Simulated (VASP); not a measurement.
Input:

```xyz
8
Lattice="4.4260 0.0000 0.0000 0.0000 4.4260 0.0000 0.0000 0.0000 4.4260" Properties=species:S:1:pos:R:3 pbc="T T T"
Mn     3.8168     2.8222     1.6038
Mn     1.6038     3.8168     2.8222
Mn     0.6092     0.6092     0.6092
Mn     2.8222     1.6038     3.8168
Si     0.6836     1.5294     2.8966
Si     2.8966     0.6836     1.5294
Si     3.7424     3.7424     3.7424
Si     1.5294     2.8966     0.6836
```
Starting moments (μB, in the order of the record's atoms Mn Mn Mn Mn Si Si Si Si): 0.6 0.6 0.6 0.6 0.0 0.0 0.0 0.0.

The numbers are results of LDA (Ceperley-Alder, Perdew-Zunger), VASP's LDA PAW potentials (set 64) (plane waves; VASP), not measurements. Run with 500 eV cut-off, 7×7×7 Γ-centred mesh, first-order Methfessel-Paxton smearing of 0.10 eV, potentials Mn_pv Si.

The moments were started parallel, and other spin orders were not tried in this run.

**Question.** The ions, cell shape and volume at an external pressure of 5.0 GPa are relaxed. Predict the relaxed structure.

**Answer.** 
```xyz
8
Lattice="4.3972 0.0000 0.0000 0.0000 4.3972 0.0000 0.0000 0.0000 4.3972" Properties=species:S:1:pos:R:3 pbc="T T T"
Mn     3.7904     2.8055     1.5918
Mn     1.5918     3.7904     2.8055
Mn     0.6069     0.6069     0.6069
Mn     2.8055     1.5918     3.7904
Si     0.6788     1.5198     2.8774
Si     2.8774     0.6788     1.5198
Si     3.7184     3.7184     3.7184
Si     1.5198     2.8774     0.6788
```
Space group P2_13 (198), at a tolerance of 0.03 Å. The cell ends with 1.91 μB, on the sites 0.49 0.49 0.49 0.49 -0.02 -0.02 -0.02 -0.02 μB.

**Question.** How do energy and volume change from the first to the last step?

**Answer.** The energy (σ→0) changes by +3.3 meV/atom and the volume by -1.9 %, in 5 ionic steps.

The compound is MnSi in the B20 structure. This run relaxes it under an external pressure of 5 GPa. Symmetry was kept, so distortions that lower it aren't found.
